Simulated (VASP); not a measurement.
# Nb3Sn: interstitial O from one void to a neighbouring one

Wanted: the minimum-energy path in Nb3Sn for this move: interstitial O from one void to a neighbouring one. The start is a cell from a database of measured crystal structures.

Main program and level: VASP 6.6.1; r2SCAN; plane waves and PAW (Sn, Nb_pv), in the first sound run; inputs show where later runs differ.

**1. The host crystal**

It takes space group Pm-3n (No. 223, cubic). Conventional cell: a = 5.282 Å, b = 5.282 Å, c = 5.282 Å, α = 90.00°, β = 90.00°, γ = 90.00°. Nearest to Sn lie 12 Nb at 2.95 Å. Nearest to Nb lie 2 Nb at 2.64 Å and 4 Sn at 2.95 Å. Farther neighbours are not listed.

As a file:

```
Sn Nb
1.0
     5.28210    0.00000    0.00000
     0.00000    5.28210    0.00000
     0.00000    0.00000    5.28210
Sn Nb
2 6
Direct
  0.50000 0.50000 0.50000
  0.00000 0.00000 0.00000
  0.00000 0.50000 0.25000
  0.00000 0.50000 0.75000
  0.50000 0.25000 0.00000
  0.75000 0.00000 0.50000
  0.50000 0.75000 0.00000
  0.25000 0.00000 0.50000
```

**2. Relax the host**

Cell and atoms are relaxed first, so that later runs start from this functional's own cell.

The input, INCAR:

```
SYSTEM = Nb3Sn
PREC = Accurate
ENCUT = 400
EDIFF = 1E-06
NELM = 120
ISMEAR = 1
SIGMA = 0.15
LREAL = .FALSE.
ALGO = Normal
METAGGA = R2SCAN
LASPH = .TRUE.
NBANDS = 45
LORBIT = 11
LWAVE = .FALSE.
LCHARG = .FALSE.
KPAR = 3
IBRION = 2
NSW = 40
ISIF = 3
EDIFFG = -0.02
POTIM = 0.4
```

The input, POSCAR:

```
Nb3Sn
1.0
    5.2821000000      0.0000000000      0.0000000000
    0.0000000000      5.2821000000      0.0000000000
    0.0000000000      0.0000000000      5.2821000000
Sn Nb
2 6
Direct
    0.5000000000      0.5000000000      0.5000000000
    0.0000000000      0.0000000000      0.0000000000
    0.0000000000      0.5000000000      0.2500000000
    0.0000000000      0.5000000000      0.7500000000
    0.5000000000      0.2500000000      0.0000000000
    0.7500000000      0.0000000000      0.5000000000
    0.5000000000      0.7500000000      0.0000000000
    0.2500000000      0.0000000000      0.5000000000
```

The input, KPOINTS:

```
Automatic mesh
0
Gamma
5 5 5
0 0 0
```

The projector-augmented-wave data sets are Sn and Nb_pv (PBE family, release 64).

On the command line:

```
> mpirun -np 3 vasp_std
```

The program printed:

```text
[banner, memory and clock lines left out]
running    3 mpi-ranks, on    1 nodes
 distrk:  each k-point on    1 cores,    3 groups
 distr:  one band on    1 cores,    1 groups

 POSCAR found type information on POSCAR SnNb
 POSCAR found :  2 types and       8 ions
|                                                                             |
|               ----> ADVICE to this user running VASP <----                  |
|                                                                             |
|     You enforced a specific xc type in the INCAR file but a different       |
|     [... a line on the potential file left out ...]
|     I HOPE YOU KNOW WHAT YOU ARE DOING!                                     |
|                                                                             |

 LDA part: xc-table for (None), standard interpolation
 POSCAR, INCAR and KPOINTS ok, starting setup
 FFT: planning ... GRIDC
 FFT: planning ... GRID_SOFT
 FFT: planning ... GRID
 WAVECAR not read
 entering main loop
       N       E                     dE             d eps       ncg     rms          rms(c)
DAV:   1     0.744836788166E+03    0.74484E+03   -0.31715E+04   900   0.147E+03
DAV:   2    -0.142614422431E+03   -0.88745E+03   -0.87157E+03   900   0.751E+02
DAV:   3    -0.213336794490E+03   -0.70722E+02   -0.67600E+02  1504   0.165E+02
DAV:   4    -0.218707492557E+03   -0.53707E+01   -0.51433E+01  1448   0.444E+01
DAV:   5    -0.218975220991E+03   -0.26773E+00   -0.26358E+00  1480   0.895E+00    0.610E+01
DAV:   6    -0.199759893065E+03    0.19215E+02   -0.12511E+01  1256   0.338E+01    0.184E+01
DAV:   7    -0.199570791430E+03    0.18910E+00   -0.14276E+00  1376   0.102E+01    0.418E+00
DAV:   8    -0.199559267298E+03    0.11524E-01   -0.19725E-01  1296   0.287E+00    0.116E+00
DAV:   9    -0.199561858558E+03   -0.25913E-02   -0.13908E-02  1344   0.780E-01    0.818E-01
DAV:  10    -0.199561716434E+03    0.14212E-03   -0.24989E-03  1304   0.240E-01    0.187E-01
DAV:  11    -0.199561909015E+03   -0.19258E-03   -0.38015E-04  1368   0.120E-01    0.212E-02
DAV:  12    -0.199561889145E+03    0.19869E-04   -0.24573E-05  1288   0.313E-02    0.352E-02
DAV:  13    -0.199561884922E+03    0.42232E-05   -0.33008E-06   888   0.140E-02    0.195E-03
DAV:  14    -0.199561885866E+03   -0.94430E-06   -0.56710E-07   792   0.703E-03
   1 F= -.19956189E+03 E0= -.19955054E+03  d E =-.199562E+03
 curvature:   0.00 expect dE= 0.000E+00 dE for cont linesearch  0.000E+00
 trial: gam= 0.00000 g(F)=  0.949E-51 g(S)=  0.242E+00 ort = 0.000E+00 (trialstep = 0.100E+01)
 search vector abs. value=  0.242E+00
 bond charge predicted
       N       E                     dE             d eps       ncg     rms          rms(c)
DAV:   1    -0.200918729481E+03   -0.13568E+01   -0.40805E+01   908   0.485E+01    0.123E+01
DAV:   2    -0.199759557216E+03    0.11592E+01   -0.26752E+00  1147   0.138E+01    0.548E+00
DAV:   3    -0.199541796699E+03    0.21776E+00   -0.17825E+00  1291   0.984E+00    0.333E+00
DAV:   4    -0.199529341884E+03    0.12455E-01   -0.42044E-02  1272   0.165E+00    0.243E+00
DAV:   5    -0.199521064663E+03    0.82772E-02   -0.37588E-02  1168   0.628E-01    0.157E+00
DAV:   6    -0.199521457284E+03   -0.39262E-03   -0.78483E-03  1336   0.376E-01    0.103E+00
DAV:   7    -0.199521324185E+03    0.13310E-03   -0.26523E-03  1384   0.319E-01    0.256E-01
DAV:   8    -0.199521349758E+03   -0.25573E-04   -0.14095E-04  1312   0.839E-02    0.113E-01
DAV:   9    -0.199521340991E+03    0.87674E-05   -0.55659E-05  1264   0.456E-02    0.402E-02
DAV:  10    -0.199521342158E+03   -0.11676E-05   -0.13288E-05  1112   0.168E-02    0.121E-02
DAV:  11    -0.199521342705E+03   -0.54644E-06   -0.15935E-06   696   0.977E-03
   2 F= -.19952134E+03 E0= -.19950727E+03  d E =0.405432E-01
 trial-energy change:    0.040543  1 .order    0.034900   -0.241798    0.311598
 step:   0.4220(harm=  0.4369)  dis= 0.00000  next Energy=  -199.612482 (dE=-0.506E-01)
 bond charge predicted
       N       E                     dE             d eps       ncg     rms          rms(c)
DAV:   1    -0.200078804926E+03   -0.55746E+00   -0.13029E+01   988   0.265E+01    0.109E+01
DAV:   2    -0.199681618811E+03    0.39719E+00   -0.12020E+00  1103   0.106E+01    0.184E+00
DAV:   3    -0.199615972412E+03    0.65646E-01   -0.27053E-01  1275   0.372E+00    0.133E+00
DAV:   4    -0.199611736375E+03    0.42360E-02   -0.21768E-02  1158   0.825E-01    0.609E-01
DAV:   5    -0.199611906103E+03   -0.16973E-03   -0.57975E-03  1312   0.571E-01    0.303E-01
DAV:   6    -0.199611752650E+03    0.15345E-03   -0.78923E-04  1462   0.164E-01    0.859E-02
DAV:   7    -0.199611737931E+03    0.14720E-04   -0.21014E-04  1336   0.838E-02    0.166E-02
DAV:   8    -0.199611735188E+03    0.27430E-05   -0.73235E-06  1136   0.189E-02    0.609E-03
DAV:   9    -0.199611732486E+03    0.27018E-05   -0.86329E-07   696   0.108E-02    0.535E-03
DAV:  10    -0.199611732140E+03    0.34593E-06   -0.23714E-07   624   0.663E-03
   3 F= -.19961173E+03 E0= -.19959895E+03  d E =-.498463E-01
 curvature:  -0.22 expect dE=-0.222E-05 dE for cont linesearch -0.222E-05
 trial: gam= 0.00000 g(F)=  0.702E-50 g(S)=  0.102E-04 ort =-0.157E-02 (trialstep = 0.884E+00)
 search vector abs. value=  0.102E-04
 reached required accuracy - stopping structural energy minimisation
```

Run time: 84 s. Hardware: 3 MPI ranks of Intel Xeon 6975P-C (Granite Rapids), shared host; peak memory 0.7 GiB.

Lines that name or quote the potential files are left out of all logs, and their timing lines are given in words.

OUTCAR, selected parts (step 2):

```text
ion  position               nearest neighbor table
   1  0.500  0.500  0.500-   3 2.95   4 2.95   5 2.95   6 2.95   7 2.95   8 2.95   5 2.95   7 2.95
                             6 2.95   8 2.95   3 2.95   4 2.95
   2  0.000  0.000  0.000-   3 2.95   4 2.95   5 2.95   6 2.95   7 2.95   8 2.95   6 2.95   8 2.95
                             3 2.95   4 2.95   5 2.95   7 2.95
   3  0.000  0.500  0.250-   4 2.64   4 2.64   1 2.95   2 2.95   2 2.95   1 2.95   8 3.23   5 3.23
                             6 3.23   6 3.23   8 3.23   7 3.23   5 3.23   7 3.23
   4  0.000  0.500  0.750-   3 2.64   3 2.64   1 2.95   2 2.95   2 2.95   1 2.95   8 3.23   5 3.23
                             6 3.23   6 3.23   8 3.23   7 3.23   5 3.23   7 3.23
   5  0.500  0.250  0.000-   7 2.64   7 2.64   1 2.95   1 2.95   2 2.95   2 2.95   6 3.23   8 3.23
                             8 3.23   6 3.23   3 3.23   4 3.23   3 3.23   4 3.23
   6  0.750  0.000  0.500-   8 2.64   8 2.64   1 2.95   2 2.95   1 2.95   2 2.95   5 3.23   7 3.23
                             5 3.23   7 3.23   3 3.23   3 3.23   4 3.23   4 3.23
   7  0.500  0.750  0.000-   5 2.64   5 2.64   1 2.95   1 2.95   2 2.95   2 2.95   6 3.23   8 3.23
                             8 3.23   6 3.23   3 3.23   4 3.23   3 3.23   4 3.23
   8  0.250  0.000  0.500-   6 2.64   6 2.64   1 2.95   2 2.95   1 2.95   2 2.95   5 3.23   7 3.23
                             7 3.23   5 3.23   3 3.23   3 3.23   4 3.23   4 3.23

  LATTYP: Found a simple cubic cell.
 ALAT       =     5.2821000000

 Subroutine GETGRP returns: Found 48 space group operations
 (whereof 24 operations were pure point group operations)

The static configuration has the point symmetry T_h .
 The point group associated with its full space group is O_h .

 Found     10 irreducible k-points:

   k-points           NKPTS =     10   k-points in BZ     NKDIM =     10   number of bands    NBANDS=     45

   dimension x,y,z NGX =    36 NGY =   36 NGZ =   36
   dimension x,y,z NGXF=    72 NGYF=   72 NGZF=   72

   ENCUT  =  400.0 eV  29.40 Ry    5.42 a.u.   8.61  8.61  8.61*2*pi/ulx,y,z

   NELECT =      74.0000    total number of electrons

 k-points in reciprocal lattice and weights: Automatic mesh
   0.00000000  0.00000000  0.00000000       0.008
   0.20000000  0.00000000  0.00000000       0.048
   0.40000000  0.00000000  0.00000000       0.048
   0.20000000  0.20000000  0.00000000       0.096
   0.40000000  0.20000000  0.00000000       0.192
   0.40000000  0.40000000  0.00000000       0.096
   0.20000000  0.20000000  0.20000000       0.064
   0.40000000  0.20000000  0.20000000       0.192
   0.40000000  0.40000000  0.20000000       0.192
   0.40000000  0.40000000  0.40000000       0.064

 average (electrostatic) potential at core
       1 -46.5476       2 -46.5476       3 -39.1240       4 -39.1240       5 -39.1240
       6 -39.1240       7 -39.1240       8 -39.1240

 E-fermi :   5.6359

 k-point     1 :       0.0000    0.0000    0.0000
  band No.  band energies     occupation
    ...
     34       5.0399      2.00000
     35       5.0399      2.00000
     36       5.0399      2.00000
     37       5.6146      1.23733
     38       5.6146      1.23733
     39       8.2208     -0.00000
     40       8.2208     -0.00000
     41       8.2208     -0.00000
     42       8.3804     -0.00000
     43       9.1927      0.00000
    ...

 k-point     2 :       0.2000    0.0000    0.0000
  band No.  band energies     occupation
    ...
     33       4.3323      2.00000
     34       5.0121      2.00000
     35       5.0922      2.00000
     36       5.0922      2.00000
     37       5.6797      0.52871
     38       5.6892      0.43834
     39       7.7747     -0.00000
     40       8.0830     -0.00000
     41       8.0831     -0.00000
     42       8.7947      0.00000
    ...

 k-point     3 :       0.4000    0.0000    0.0000
  band No.  band energies     occupation
    ...
     34       4.8206      2.00000
     35       4.8206      2.00000
     36       4.8766      2.00000
     37       5.2529      2.00182
     38       5.5479      1.82766
     39       6.9722     -0.00000
     40       7.9545     -0.00000
     41       7.9970     -0.00000
     42       7.9970     -0.00000
     43       8.4703     -0.00000
    ...

  Total       -0.0265319     -0.0265319     -0.0265319      0.0000000     -0.0000000     -0.0000000
  in kB       -0.2813594     -0.2813594     -0.2813594      0.0000000     -0.0000000     -0.0000000
  external PRESSURE =      -0.2813594 kB  Pullay stress =       0.0000000 kB

  energy-cutoff  :      400.00
  volume of cell :      151.08
      direct lattice vectors                 reciprocal lattice vectors
     5.326055348  0.000000000  0.000000000     0.187756216 -0.000000000  0.000000000
     0.000000000  5.326055348  0.000000000    -0.000000000  0.187756216 -0.000000000
    -0.000000000  0.000000000  5.326055348    -0.000000000 -0.000000000  0.187756216

 POSITION                                       TOTAL-FORCE (eV/Angst)
 -----------------------------------------------------------------------------------
      2.66303      2.66303      2.66303         0.000000     -0.000000      0.000000
      0.00000      0.00000      0.00000         0.000000     -0.000000      0.000000
     -0.00000      2.66303      1.33151        -0.000000     -0.000000      0.000000
     -0.00000      2.66303      3.99454         0.000000     -0.000000     -0.000000
      2.66303      1.33151      0.00000         0.000000      0.000000     -0.000000
      3.99454      0.00000      2.66303        -0.000000     -0.000000     -0.000000
      2.66303      3.99454      0.00000        -0.000000     -0.000000      0.000000
      1.33151      0.00000      2.66303         0.000000      0.000000     -0.000000
 -----------------------------------------------------------------------------------
    total drift:                                0.000000      0.000000     -0.000000

  FREE ENERGIE OF THE ION-ELECTRON SYSTEM (eV)
  ---------------------------------------------------
  free  energy   TOTEN  =      -199.6117321398 eV

  energy  without entropy=     -199.5733845263  energy(sigma->0) =     -199.59894960

 reached required accuracy - stopping structural energy minimisation

 total charge
# of ion       s       p       d       tot
------------------------------------------
    1        1.289   2.105   0.256   3.649
    2        1.289   2.105   0.256   3.649
    3        0.361   6.303   3.109   9.773
    4        0.361   6.303   3.109   9.773
    5        0.361   6.303   3.109   9.773
    6        0.361   6.303   3.109   9.773
    7        0.361   6.303   3.109   9.773
    8        0.361   6.303   3.109   9.773
--------------------------------------------------
tot          4.743  42.027  19.167  65.937

[... 3 further parts left out ...]
```

CONTCAR:

```
Nb3Sn
   1.00000000000000
     5.3260553481684703    0.0000000000000000    0.0000000000000000
     0.0000000000000000    5.3260553481684703    0.0000000000000000
    -0.0000000000000000    0.0000000000000000    5.3260553481684703
  Sn              Nb
     2     6
Direct
     0.5000000000000000    0.5000000000000000    0.5000000000000000
     0.0000000000000000    0.0000000000000000    0.0000000000000000
     0.0000000000000000    0.5000000000000000    0.2500000000000000
     0.0000000000000000    0.5000000000000000    0.7500000000000000
     0.5000000000000000    0.2500000000000000    0.0000000000000000
     0.7500000000000000    0.0000000000000000    0.5000000000000000
     0.5000000000000000    0.7500000000000000    0.0000000000000000
     0.2500000000000000    0.0000000000000000    0.5000000000000000
```

The k-mesh is coarse for a metal. The PAW data sets were made with PBE, which is usual practice but a small mismatch for other functionals. The data set Sn keeps the semicore shell frozen, which is cheaper and a little less accurate. The run keeps the 48 symmetry operations of its start, so it cannot find a distortion of lower symmetry.

Step by step:

```
step  energy less that of the first step (eV)  largest force (eV/Å)  pressure (GPa)  volume (Å³)
   1                                   0.0000                0.0000            4.44       147.37
   2                                   0.0405                0.0000           -5.40       156.26
   3                                  -0.0498                0.0000           -0.03       151.08
```

```
conventional cell, symmetrised  before  after  change
                         a (Å)   5.282  5.326  +0.8 %
                         b (Å)   5.282  5.326  +0.8 %
                         c (Å)   5.282  5.326  +0.8 %
              volume (Å³/atom)   18.42  18.89  +2.5 %
```

Final coordinates:

```xyz
8
Lattice="5.3261 0.0000 0.0000 0.0000 5.3261 0.0000 0.0000 0.0000 5.3261" Properties=species:S:1:pos:R:3 pbc="T T T"
Sn    2.6630    2.6630    2.6630
Sn    0.0000    0.0000    0.0000
Nb    0.0000    2.6630    1.3315
Nb    0.0000    2.6630    3.9945
Nb    2.6630    1.3315    0.0000
Nb    3.9945    0.0000    2.6630
Nb    2.6630    3.9945    0.0000
Nb    1.3315    0.0000    2.6630
```

This step gave:

```yaml
electronic_cycles: 35
electrons: 74
free_energy_toten: -199.6117 eV
energy_at_zero_smearing: -199.5989 eV
fermi_energy: 5.636 eV
labelled_metallic_from_the_levels_on_this_mesh: yes
```

The run ended after 3 ionic steps, 0.050 eV below its first step, once forces and stress met EDIFFG = -0.02.

(Part 1 of 4 ends here.)

[Lines on the potential files, build, host, timing and source positions are cut from VASP's logs without a mark.]

[Logs are printed without paths, hosts, clocks, repeated set-up lines and the standing remarks that a program may print on its own settings, such as how far it seeks lower states.]

[Hosts, paths, dates, database ids (printed as entryN), source tags and the programs' standing remarks are cut or masked in the printed files.]

[Runs that stopped without an error message from VASP are left out.]
